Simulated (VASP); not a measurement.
# LiH: what each functional gives, and what it costs

Wanted: bands and gap of LiH from one functional after another. The levels: LDA, PBE, r2SCAN, TB-mBJ, SCAN, BLYP, HSE06, r2SCANh, PBE-EpsX, HSE03 and HSEsol. LASPH is on for some levels and off for others; the table marks which. The start is a cell from a database of measured crystal structures.

Main program and level: VASP 6.6.1; LDA; plane waves and PAW (Li_sv, H), in the first sound run; inputs show where later runs differ.

Report form: the programs' logs are mostly left out.

The database entry behind the starting cell differs from later determinations by our own check (the deuteride, about 0.2 % short), so it need not match the best structure at ambient conditions.

**1. The starting structure**

Symmetry: Fm-3m, No. 225, cubic system. Conventional cell: a = 4.074 Å, b = 4.074 Å, c = 4.074 Å, α = 90.00°, β = 90.00°, γ = 90.00°. Li has 6 H at 2.04 Å nearest. Nearest to H lie 6 Li at 2.04 Å. Farther neighbours are not listed.

Structure file:

```xyz
2
Lattice="0.0000 2.0368 2.0368 2.0368 0.0000 2.0368 2.0368 2.0368 0.0000" Properties=species:S:1:pos:R:3 pbc="T T T"
Li    0.0000    0.0000    0.0000
H     2.0368    2.0368    2.0368
```

**2. Bands with LDA**

The mesh alone shows little of the dispersion and can miss band extrema, so KPOINTS_OPT adds a path through the symmetry points after the self-consistent cycle. LDA, the lowest rung, knows the local density alone.

INCAR reads:

```
SYSTEM = LiH
PREC = Accurate
ENCUT = 650
EDIFF = 1E-06
NELM = 100
ISMEAR = 0
SIGMA = 0.02
LREAL = .FALSE.
ALGO = Normal
GGA = CA
NBANDS = 14
LORBIT = 11
LWAVE = .FALSE.
LCHARG = .FALSE.
KPAR = 4
```

POSCAR reads:

```
LiH
1.0
    0.0000000000      2.0367500000      2.0367500000
    2.0367500000      0.0000000000      2.0367500000
    2.0367500000      2.0367500000      0.0000000000
Li H
1 1
Direct
    0.0000000000      0.0000000000      0.0000000000
    0.5000000000      0.5000000000      0.5000000000
```

KPOINTS reads:

```
Automatic mesh
0
Gamma
6 6 6
0 0 0
```

KPOINTS_OPT reads:

```
Line mode
16
Line-mode
Reciprocal
  0.00000000   0.00000000   0.00000000 GAMMA
  0.50000000   0.00000000   0.50000000 X

  0.50000000   0.00000000   0.50000000 X
  0.50000000   0.25000000   0.75000000 W

  0.50000000   0.25000000   0.75000000 W
  0.37500000   0.37500000   0.75000000 K

  0.37500000   0.37500000   0.75000000 K
  0.00000000   0.00000000   0.00000000 GAMMA

  0.00000000   0.00000000   0.00000000 GAMMA
  0.50000000   0.50000000   0.50000000 L

  0.50000000   0.50000000   0.50000000 L
  0.62500000   0.25000000   0.62500000 U

  0.62500000   0.25000000   0.62500000 U
  0.50000000   0.25000000   0.75000000 W

  0.50000000   0.25000000   0.75000000 W
  0.50000000   0.50000000   0.50000000 L

  0.50000000   0.50000000   0.50000000 L
  0.37500000   0.37500000   0.75000000 K

  0.62500000   0.25000000   0.62500000 U
  0.50000000   0.00000000   0.50000000 X
```

The projector-augmented-wave data sets are Li_sv and H (PBE family, release 64).

On the command line:

```console
$ mpirun -np 4 vasp_std
```

It took 19 s on 4 MPI ranks of AMD EPYC 7571, shared host; peak memory 0.4 GiB.

The PAW data sets were made with PBE, though LDA sets exist; this is a small mismatch. At this level the cell is under a tension of 4.1 GPa, so at these settings it is away from equilibrium.

This step gave:

```
SCF cycles                        : 10
electrons                         : 4
bands                             : 14
irreducible k-points              : 16
symmetry operations               : 48
free energy (TOTEN)               : -6.277 eV
Fermi energy                      : 0.054 eV
pressure                          : -4.079 GPa
metallic                          : no
least gap on mesh and path        : 2.645 eV
least direct gap on mesh and path : 2.645 eV
valence top at k                  : 0.5, 0.5, 0
conduction bottom at k            : 0.5, 0.5, 0
least direct gap at k             : 0.5, 0.5, 0
```

The electronic bands at the labelled points (eV, zero at the valence-band top; v1 is the highest filled band, c1 the lowest empty one):

```
          point     v1     c1     c2
              Γ  -5.38  15.51  16.81
0.47 of the way  -4.08  10.59  12.55
              X   0.00   2.65  10.14
0.53 of the way  -0.13   3.28   7.33
              W  -0.23   4.85   4.85
0.53 of the way  -0.41   3.99   6.35
              K  -0.52   3.75   7.11
0.53 of the way  -4.00  10.00  10.02
              Γ  -5.38  15.51  16.81
0.53 of the way  -4.20   8.69  14.27
              L  -2.62   4.52  13.09
0.47 of the way  -2.02   4.62   9.54
              U  -0.52   3.75   7.11
0.47 of the way  -0.41   3.99   6.35
              W  -0.23   4.85   4.85
0.47 of the way  -1.61   4.70   8.00
              L  -2.62   4.52  13.09
0.53 of the way  -1.85   4.63   8.90
              K  -0.52   3.75   7.11
      jump to U  -0.52   3.75   7.11
0.53 of the way  -0.08   2.89   8.71
              X   0.00   2.65  10.14
```

Of the projections kept (Li, H), the largest for each band there; the rest of the weight can lie on other orbitals:

| point | v1 | c1 | c2 |
| --- | --- | --- | --- |
| Γ | H 0.72 | H 0.81 | Li 0.97 |
| X | H 0.95 | Li 0.91 | Li 0.94 |
| W | H 0.92 | Li 0.92 | Li 0.92 |
| K | H 0.90 | Li 0.92 | Li 0.77 |
| Γ | H 0.72 | H 0.81 | Li 0.97 |
| L | H 0.79 | Li 0.86 | H 0.54 |

The gap is 2.65 eV, direct at X.

**3. Bands with PBE**

This step: PBE; plane waves and PAW (Li_sv, H) (VASP 6.6.1).

PBE, the usual starting point, adds the gradient of the density.

Edit INCAR of step 2 so:

```diff
@@ -9,3 +9,3 @@
 ALGO = Normal
-GGA = CA
+GGA = PE
 NBANDS = 14
```

POSCAR is that of step 2.

KPOINTS is that of step 2.

KPOINTS_OPT is that of step 2.

On the command line:

```console
$ mpirun -np 4 vasp_std
```

It took 20 s on 4 MPI ranks; peak memory 0.42 GiB; 65 s of CPU time.

This step gave:

- SCF cycles: 11
- free energy (TOTEN): -6.122 eV
- Fermi energy: 0.1342 eV
- pressure: -1.865 GPa
- least gap on mesh and path: 3.012 eV
- least direct gap on mesh and path: 3.012 eV
- conduction bottom at k: 0.5, 0, 0.5
- least direct gap at k: 0.5, 0, 0.5

Electronic bands along the path, in eV, zero at the valence-band top; v1 is the highest filled band, c1 the lowest empty one:

| point | v1 | c1 | c2 |
| --- | --- | --- | --- |
| Γ | -5.25 | 15.47 | 17.40 |
| 0.47 of the way | -3.95 | 10.70 | 13.01 |
| X | 0.00 | 3.01 | 10.58 |
| 0.53 of the way | -0.12 | 3.64 | 7.72 |
| W | -0.21 | 5.23 | 5.23 |
| 0.53 of the way | -0.38 | 4.36 | 6.69 |
| K | -0.48 | 4.12 | 7.41 |
| 0.53 of the way | -3.87 | 10.16 | 10.42 |
| Γ | -5.25 | 15.47 | 17.40 |
| 0.53 of the way | -4.07 | 8.96 | 14.43 |
| L | -2.49 | 4.80 | 13.25 |
| 0.47 of the way | -1.91 | 4.93 | 9.79 |
| U | -0.48 | 4.12 | 7.41 |
| 0.47 of the way | -0.38 | 4.36 | 6.69 |
| W | -0.21 | 5.23 | 5.23 |
| 0.47 of the way | -1.51 | 5.02 | 8.29 |
| L | -2.49 | 4.80 | 13.25 |
| 0.53 of the way | -1.74 | 4.95 | 9.16 |
| K | -0.48 | 4.12 | 7.41 |
| jump to U | -0.48 | 4.12 | 7.41 |
| 0.53 of the way | -0.07 | 3.25 | 9.09 |
| X | 0.00 | 3.01 | 10.58 |

Of the projections kept (Li, H), the largest for each band there; the rest of the weight can lie on other orbitals:

| point | v1 | c1 | c2 |
| --- | --- | --- | --- |
| Γ | H 0.73 | H 0.81 | Li 0.95 |
| X | H 0.96 | Li 0.88 | Li 0.91 |
| W | H 0.95 | Li 0.89 | Li 0.89 |
| K | H 0.93 | Li 0.89 | Li 0.75 |
| Γ | H 0.73 | H 0.81 | Li 0.95 |
| L | H 0.85 | Li 0.85 | H 0.61 |

The gap is 3.01 eV, direct at X. Against LDA that is +0.37 eV; the cost is about the same.

**4. Bands with r2SCAN**

This step: r2SCAN; plane waves and PAW (Li_sv, H) (VASP 6.6.1).

r2SCAN adds the kinetic-energy density, costs more than a GGA and is run with LASPH.

Edit INCAR of step 3 so:

```diff
@@ -9,3 +9,4 @@
 ALGO = Normal
-GGA = PE
+METAGGA = R2SCAN
+LASPH = .TRUE.
 NBANDS = 14
```

POSCAR is that of step 3.

KPOINTS is that of step 3.

KPOINTS_OPT is that of step 3.

On the command line:

```console
$ mpirun -np 4 vasp_std
```

Elapsed: 73 s, on 4 MPI ranks; peak memory 0.44 GiB.

The PAW data sets were made with PBE, which is usual practice but a small mismatch for other functionals.

The electronic bands at the labelled points (eV, zero at the valence-band top; v1 is the highest filled band, c1 the lowest empty one):

| point | v1 | c1 | c2 |
| --- | --- | --- | --- |
| Γ | -5.27 | 16.97 | 18.86 |
| 0.47 of the way | -3.94 | 11.59 | 14.06 |
| X | 0.00 | 3.60 | 11.48 |
| 0.53 of the way | -0.12 | 4.26 | 8.50 |
| W | -0.22 | 5.91 | 5.91 |
| 0.53 of the way | -0.38 | 5.01 | 7.44 |
| K | -0.48 | 4.76 | 8.21 |
| 0.53 of the way | -3.86 | 11.06 | 11.33 |
| Γ | -5.27 | 16.97 | 18.86 |
| 0.53 of the way | -4.07 | 9.81 | 15.76 |
| L | -2.50 | 5.54 | 14.50 |
| 0.47 of the way | -1.91 | 5.65 | 10.66 |
| U | -0.48 | 4.76 | 8.21 |
| 0.47 of the way | -0.38 | 5.01 | 7.44 |
| W | -0.22 | 5.91 | 5.91 |
| 0.47 of the way | -1.50 | 5.74 | 9.07 |
| L | -2.50 | 5.54 | 14.50 |
| 0.53 of the way | -1.74 | 5.66 | 10.00 |
| K | -0.48 | 4.76 | 8.21 |
| jump to U | -0.48 | 4.76 | 8.21 |
| 0.53 of the way | -0.07 | 3.86 | 9.95 |
| X | 0.00 | 3.60 | 11.48 |

Of the projections kept (Li, H), the largest for each band there; the rest of the weight can lie on other orbitals:

| point | v1 | c1 | c2 |
| --- | --- | --- | --- |
| Γ | H 0.76 | H 0.82 | Li 0.80 |
| X | H 0.96 | Li 0.69 | Li 0.73 |
| W | H 0.98 | Li 0.70 | Li 0.70 |
| K | H 0.98 | Li 0.70 | Li 0.62 |
| Γ | H 0.76 | H 0.82 | Li 0.80 |
| L | H 0.95 | Li 0.83 | H 0.84 |

The gap is 3.60 eV, direct at X. Against LDA that is +0.96 eV; this run took 3.8 times the core time.

**5. Bands with TB-mBJ**

This step: TB-mBJ; plane waves and PAW (Li_sv, H) (VASP 6.6.1).

TB-mBJ is a local potential fitted to gaps: it costs far less than a hybrid but gives no energy.

Edit INCAR of step 4 so:

```diff
@@ -4,3 +4,3 @@
 EDIFF = 1E-06
-NELM = 100
+NELM = 150
 ISMEAR = 0
@@ -9,3 +9,3 @@
 ALGO = Normal
-METAGGA = R2SCAN
+METAGGA = MBJ
 LASPH = .TRUE.
```

POSCAR is that of step 4.

KPOINTS is that of step 4.

KPOINTS_OPT is that of step 4.

On the command line:

```console
$ mpirun -np 4 vasp_std
```

Elapsed: 51 s, on 4 MPI ranks; peak memory 0.45 GiB.

This functional is a potential without an energy, so its energies, forces and stress mean nothing and are not read.

The electronic bands at the labelled points (eV, zero at the valence-band top; v1 is the highest filled band, c1 the lowest empty one):

```
          point     v1     c1     c2
              Γ  -4.49  16.43  19.46
0.47 of the way  -3.24  11.72  14.98
              X   0.00   5.04  12.53
0.53 of the way  -0.08   5.67   9.73
              W  -0.14   7.24   7.26
0.53 of the way  -0.25   6.39   8.59
              K  -0.32   6.15   9.18
0.53 of the way  -3.16  11.28  12.45
              Γ  -4.49  16.43  19.46
0.53 of the way  -3.35  10.44  16.06
              L  -1.93   6.52  14.82
0.47 of the way  -1.43   6.73  11.37
              U  -0.32   6.15   9.18
0.47 of the way  -0.25   6.39   8.59
              W  -0.14   7.24   7.26
0.47 of the way  -1.09   6.88   9.97
              L  -1.93   6.52  14.82
0.53 of the way  -1.29   6.77  10.76
              K  -0.32   6.15   9.18
      jump to U  -0.32   6.15   9.18
0.53 of the way  -0.04   5.28  11.03
              X   0.00   5.04  12.53
```

Of the projections kept (Li, H), the largest for each band there; the rest of the weight can lie on other orbitals:

```
point      v1       c1       c2
    Γ  H 0.79   H 0.77  Li 0.92
    X  H 0.97  Li 0.87  Li 0.89
    W  H 0.96  Li 0.88  Li 0.88
    K  H 0.95  Li 0.87  Li 0.78
    Γ  H 0.79   H 0.77  Li 0.92
    L  H 0.89  Li 0.83   H 0.52
```

The gap is 5.04 eV, direct at X. Against LDA that is +2.40 eV; this run took 2.6 times the core time.

**6. Bands with SCAN**

This step: SCAN; plane waves and PAW (Li_sv, H) (VASP 6.6.1).

SCAN adds the kinetic-energy density; it is numerically more delicate than r2SCAN.

Edit INCAR of step 5 so:

```diff
@@ -4,3 +4,3 @@
 EDIFF = 1E-06
-NELM = 150
+NELM = 100
 ISMEAR = 0
@@ -9,3 +9,3 @@
 ALGO = Normal
-METAGGA = MBJ
+METAGGA = SCAN
 LASPH = .TRUE.
```

POSCAR is that of step 5.

KPOINTS is that of step 5.

KPOINTS_OPT is that of step 5.

On the command line:

```console
$ mpirun -np 4 vasp_std
```

Wall time 72 s (4 MPI ranks); peak memory 0.44 GiB; 4.2 min of CPU time.

At this level the cell is under a tension of 2.3 GPa, so at these settings it is away from equilibrium.

The electronic bands at the labelled points (eV, zero at the valence-band top; v1 is the highest filled band, c1 the lowest empty one):

```
          point     v1     c1     c2
              Γ  -5.26  16.93  18.81
0.47 of the way  -3.93  11.56  14.01
              X   0.00   3.58  11.44
0.53 of the way  -0.12   4.24   8.47
              W  -0.22   5.88   5.88
0.53 of the way  -0.38   4.99   7.42
              K  -0.48   4.74   8.18
0.53 of the way  -3.85  11.03  11.30
              Γ  -5.26  16.93  18.81
0.53 of the way  -4.07   9.79  15.72
              L  -2.50   5.52  14.46
0.47 of the way  -1.91   5.63  10.63
              U  -0.48   4.74   8.18
0.47 of the way  -0.38   4.99   7.42
              W  -0.22   5.88   5.88
0.47 of the way  -1.50   5.71   9.04
              L  -2.50   5.52  14.46
0.53 of the way  -1.74   5.64   9.97
              K  -0.48   4.74   8.18
      jump to U  -0.48   4.74   8.18
0.53 of the way  -0.07   3.83   9.91
              X   0.00   3.58  11.44
```

Of the projections kept (Li, H), the largest for each band there; the rest of the weight can lie on other orbitals:

```csv
point,v1,c1,c2
Γ,H 0.76,H 0.82,Li 0.80
X,H 0.96,Li 0.70,Li 0.74
W,H 0.98,Li 0.71,Li 0.71
K,H 0.97,Li 0.70,Li 0.63
Γ,H 0.76,H 0.82,Li 0.80
L,H 0.95,Li 0.83,H 0.83
```

The gap is 3.58 eV, direct at X. Against LDA that is +0.94 eV; this run took 3.7 times the core time.

**7. Bands with BLYP**

This step: BLYP; plane waves and PAW (Li_sv, H) (VASP 6.6.1).

BLYP comes from molecular chemistry and underbinds dense solids.

Edit INCAR of step 6 so:

```diff
@@ -9,4 +9,7 @@
 ALGO = Normal
-METAGGA = SCAN
-LASPH = .TRUE.
+GGA = B5
+ALDAX = 1
+AGGAX = 1
+AGGAC = 1
+ALDAC = 0
 NBANDS = 14
```

POSCAR is that of step 6.

KPOINTS is that of step 6.

KPOINTS_OPT is that of step 6.

On the command line:

```console
$ mpirun -np 4 vasp_std
```

Elapsed: 26 s, on 4 MPI ranks; peak memory 0.41 GiB.

Electronic bands along the path, in eV, zero at the valence-band top; v1 is the highest filled band, c1 the lowest empty one:

```
          point     v1     c1     c2
              Γ  -5.03  15.69  17.41
0.47 of the way  -3.75  10.93  13.20
              X   0.00   3.45  10.79
0.53 of the way  -0.12   4.08   8.10
              W  -0.20   5.65   5.65
0.53 of the way  -0.36   4.79   7.09
              K  -0.45   4.55   7.80
0.53 of the way  -3.67  10.41  10.79
              Γ  -5.03  15.69  17.41
0.53 of the way  -3.88   9.29  14.74
              L  -2.37   5.25  13.57
0.47 of the way  -1.81   5.37  10.11
              U  -0.45   4.55   7.80
0.47 of the way  -0.36   4.79   7.09
              W  -0.20   5.65   5.65
0.47 of the way  -1.42   5.46   8.62
              L  -2.37   5.25  13.57
0.53 of the way  -1.64   5.38   9.49
              K  -0.45   4.55   7.80
      jump to U  -0.45   4.55   7.80
0.53 of the way  -0.07   3.69   9.43
              X   0.00   3.45  10.79
```

Of the projections kept (Li, H), the largest for each band there; the rest of the weight can lie on other orbitals:

```csv
point,v1,c1,c2
Γ,H 0.74,H 0.79,Li 0.95
X,H 0.96,Li 0.89,Li 0.91
W,H 0.95,Li 0.90,Li 0.90
K,H 0.93,Li 0.89,Li 0.77
Γ,H 0.74,H 0.79,Li 0.95
L,H 0.85,Li 0.85,H 0.57
```

The gap is 3.45 eV, direct at X. Against LDA that is +0.81 eV; this run took 1.3 times the core time.

**8. Starting orbitals for the hybrid**

This step: PBE; plane waves and PAW (Li_sv, H) (VASP 6.6.1).

A hybrid converges badly from random orbitals, so a cheap semilocal run writes a WAVECAR on the same mesh first.

INCAR reads:

```
SYSTEM = LiH
PREC = Accurate
ENCUT = 650
EDIFF = 1E-05
NELM = 100
ISMEAR = 0
SIGMA = 0.02
LREAL = .FALSE.
ALGO = Normal
GGA = PE
NBANDS = 8
LORBIT = 11
LWAVE = .TRUE.
LCHARG = .FALSE.
KPAR = 4
```

POSCAR is that of step 7.

KPOINTS is that of step 7.

On the command line:

```console
$ mpirun -np 4 vasp_std
```

The job ended after 4.6 s (4 MPI ranks; peak memory 0.39 GiB).

The gap is read on the k-mesh alone, so it is an upper bound where the band edges lie off the mesh.

A gap read on the k-mesh alone can miss the band edges.

This step gave:

* SCF cycles: 10
* bands: 8
* free energy (TOTEN): -6.122 eV
* Fermi energy: 0.0859 eV
* pressure: -1.859 GPa
* gap on the k-mesh: 3.011 eV
* least direct gap on the k-mesh: 3.011 eV

**9. Bands with HSE06**

This step: HSE06; plane waves and PAW (Li_sv, H) (VASP 6.6.1).

HSE06 mixes in a quarter of exact exchange at short range, at far higher cost; in semiconductors this cures much of the gap error, while metals seldom gain.

INCAR reads:

```
SYSTEM = LiH
PREC = Accurate
ENCUT = 650
EDIFF = 1E-06
NELM = 100
ISMEAR = 0
SIGMA = 0.02
LREAL = .FALSE.
ALGO = Normal
LHFCALC = .TRUE.
AEXX = 0.25
GGA = PE
HFSCREEN = 0.2
LASPH = .TRUE.
NBANDS = 8
PRECFOCK = Fast
LORBIT = 11
LWAVE = .FALSE.
LCHARG = .FALSE.
KPAR = 4
```

POSCAR is that of step 8.

KPOINTS is that of step 8.

Edit KPOINTS_OPT of step 7 so:

```diff
@@ -1,3 +1,3 @@
 Line mode
-16
+6
 Line-mode
```

The run starts from files that an earlier step left in the folder.

On the command line:

```console
$ mpirun -np 4 vasp_std
```

It took 2.5 min on 4 MPI ranks; peak memory 0.9 GiB.

Electronic bands along the path, in eV, zero at the valence-band top; v1 is the highest filled band, c1 the lowest empty one:

```
          point     v1     c1     c2
              Γ  -5.88  17.32  18.99
0.40 of the way  -4.78  13.33  15.10
              X   0.00   4.02  11.95
0.60 of the way  -0.14   4.86   8.53
              W  -0.21   6.35   6.35
0.60 of the way  -0.42   5.38   8.05
              K  -0.50   5.19   8.61
0.60 of the way  -4.69  12.48  12.93
              Γ  -5.88  17.32  18.99
0.60 of the way  -4.19   9.25  15.76
              L  -2.73   5.85  14.85
0.40 of the way  -2.24   5.97  11.85
              U  -0.50   5.19   8.61
0.40 of the way  -0.42   5.38   8.05
              W  -0.21   6.35   6.35
0.40 of the way  -1.36   6.16   8.84
              L  -2.73   5.85  14.85
0.60 of the way  -1.68   6.03   9.88
              K  -0.50   5.19   8.61
      jump to U  -0.50   5.19   8.61
0.60 of the way  -0.05   4.21  10.66
              X   0.00   4.02  11.95
```

Of the projections kept (Li, H), the largest for each band there; the rest of the weight can lie on other orbitals:

```csv
point,v1,c1,c2
Γ,H 0.74,H 0.82,Li 0.96
X,H 0.96,Li 0.90,Li 0.92
W,H 0.94,Li 0.91,Li 0.91
K,H 0.92,Li 0.90,Li 0.77
Γ,H 0.74,H 0.82,Li 0.96
L,H 0.83,Li 0.85,H 0.58
```

The gap is 4.02 eV, direct at X. Against LDA that is +1.37 eV; this run took 7.8 times the core time, on fewer points of the path.

**10. Bands with r2SCANh**

This step: r2SCANh; plane waves and PAW (Li_sv, H) (VASP 6.6.1).

r2SCANh replaces a tenth of the r2SCAN exchange by exact exchange.

Edit INCAR of step 9 so:

```diff
@@ -10,5 +10,4 @@
 LHFCALC = .TRUE.
-AEXX = 0.25
-GGA = PE
-HFSCREEN = 0.2
+AEXX = 0.1
+METAGGA = R2SCAN
 LASPH = .TRUE.
@@ -16,2 +15,3 @@
 PRECFOCK = Fast
+HFRCUT = -1
 LORBIT = 11
```

POSCAR is that of step 9.

KPOINTS is that of step 9.

KPOINTS_OPT is that of step 9.

On the command line:

```console
$ mpirun -np 4 vasp_std
```

Wall time 2.6 min (4 MPI ranks); peak memory 0.56 GiB.

The electronic bands at the labelled points (eV, zero at the valence-band top; v1 is the highest filled band, c1 the lowest empty one):

| point | v1 | c1 | c2 |
| --- | --- | --- | --- |
| Γ | -5.52 | 17.75 | 19.64 |
| 0.40 of the way | -4.50 | 13.53 | 15.48 |
| X | 0.00 | 4.21 | 12.22 |
| 0.60 of the way | -0.14 | 5.06 | 8.76 |
| W | -0.23 | 6.56 | 6.56 |
| 0.60 of the way | -0.41 | 5.58 | 8.29 |
| K | -0.48 | 5.39 | 8.87 |
| 0.60 of the way | -4.42 | 12.72 | 13.25 |
| Γ | -5.52 | 17.75 | 19.64 |
| 0.60 of the way | -3.96 | 9.50 | 16.19 |
| L | -2.60 | 6.14 | 15.24 |
| 0.40 of the way | -2.14 | 6.24 | 12.09 |
| U | -0.48 | 5.39 | 8.87 |
| 0.40 of the way | -0.41 | 5.58 | 8.29 |
| W | -0.23 | 6.56 | 6.56 |
| 0.40 of the way | -1.31 | 6.41 | 9.03 |
| L | -2.60 | 6.14 | 15.24 |
| 0.60 of the way | -1.60 | 6.28 | 10.10 |
| K | -0.48 | 5.39 | 8.87 |
| jump to U | -0.48 | 5.39 | 8.87 |
| 0.60 of the way | -0.05 | 4.40 | 10.93 |
| X | 0.00 | 4.21 | 12.22 |

Of the projections kept (Li, H), the largest for each band there; the rest of the weight can lie on other orbitals:

| point | v1 | c1 | c2 |
| --- | --- | --- | --- |
| Γ | H 0.76 | H 0.82 | Li 0.83 |
| X | H 0.96 | Li 0.73 | Li 0.76 |
| W | H 0.98 | Li 0.74 | Li 0.74 |
| K | H 0.97 | Li 0.73 | Li 0.64 |
| Γ | H 0.76 | H 0.82 | Li 0.83 |
| L | H 0.94 | Li 0.83 | H 0.82 |

The gap is 4.21 eV, direct at X. Against LDA that is +1.56 eV; this run took 8.1 times the core time, on fewer points of the path.

(Part 1 of 2 ends here.)

[Lines on the potential files, build, host, timing and source positions are cut from VASP's logs without a mark.]

[Logs are printed without paths, hosts, clocks, repeated set-up lines and the standing remarks that a program may print on its own settings, such as how far it seeks lower states.]

[Hosts, paths, dates, database ids (printed as entryN), source tags and the programs' standing remarks are cut or masked in the printed files.]

[A measured line is paired with the nearest computed mode of its activity, which favours agreement.]
